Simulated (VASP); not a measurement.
Here is the system:

```xyz
2
Lattice="1.1274 -1.9527 0.0000 1.1274 1.9527 0.0000 0.0000 0.0000 3.5664" Properties=species:S:1:pos:R:3 pbc="T T T"
Be     1.1274     0.6509     0.8916
Be     1.1274    -0.6509     2.6748
```

Method: PBE GGA, VASP's PBE PAW potentials (set 64) (plane waves; VASP 6.6.1). Numerical set-up: 480 eV cut-off, 18×18×10 Γ-centred mesh, first-order Methfessel-Paxton smearing of 0.10 eV, potentials Be.

### Question
Predict the energy per atom (σ→0), band gap (on the k-mesh) with the smallest direct gap where there is one.

### Answer

```
Property                                                    Result
------------------------  ----------------------------------------
band gap (on the k-mesh)  none (metal, semimetal or under 0.01 eV)
energy per atom (σ→0)                               -3.765 eV/atom
```

Only differences to runs with the same potentials and settings are physical.

The compound is Be in the hcp structure. It was relaxed first under an external pressure of 1 GPa.
